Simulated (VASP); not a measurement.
# HfN: transverse stress against strain

HfN (rock salt, Fm-3m, 11.480 Å³/atom and stress up to 0.05 GPa in the relaxed cell, cube axes along x, y and z) under an equal strain ε along x and y, with z held. r2SCAN in VASP (plane waves, PAW), 600 eV, 18×18×18 Γ-centred mesh, Methfessel-Paxton smearing 0.10 eV; ions are relaxed, or left where forces stay under 0.02 eV/Å, within the symmetry of each cell. Stress is positive for a compressed cell.

Here s stands for strain and y for stress zz.

```
strain (%)  stress zz (GPa)
----------  ---------------
-3.00                     ?
-1.50                  3.92
-1.00                  2.53
-0.50                  1.21
0.00                  -0.05
0.50                  -1.28
1.00                  -2.54
1.50                  -3.81
```

Task: Using a straight line, estimate the missing y at s = -3.00 from the other rows, showing the fit.

Result: Means: s 0, y -0.003. About the means, the sum of products is -17.910 and the sum of squares of s is 7.0000; the slope is their ratio. Least squares gives y = -0.003 - 2.5586·s. Residuals (row less fit): 0.085, -0.026, -0.066, -0.047, 0.002, 0.022, 0.031; standard error 0.056 (degrees of freedom: 5). The slope gives the elastic constant 2C12 = about 260 GPa. At the withheld row, y = -0.003 - 2.5586 × (-3.0) = 7.673 GPa. The calculation gives 7.95 GPa, 0.277 GPa above the prediction (2.4 % of the range of y in the table). The row lies outside the fitted rows, so this is an extrapolation. From the scatter of the fitted rows alone, a prediction at this place has a standard error of 0.088 GPa, so the miss is 3.1 times that.

A polynomial of degree 2 through the 12 other runs of the series gives 8.10 there. In a metal these values are sensitive to mesh and smearing; energies are taken to zero smearing, stresses follow the free energy. For HfN: the electron count is odd and the run is not spin-polarised, which forces a metal. Rows are the converged runs of the series near zero and its far end, less any whose ions stayed unrelaxed beside relaxed ones; series whose fitted rows scatter by over a few per cent of the range, as at a crossing or softening among them, aren't shown in this form. Most that stay on the fit to the last digits aren't either.
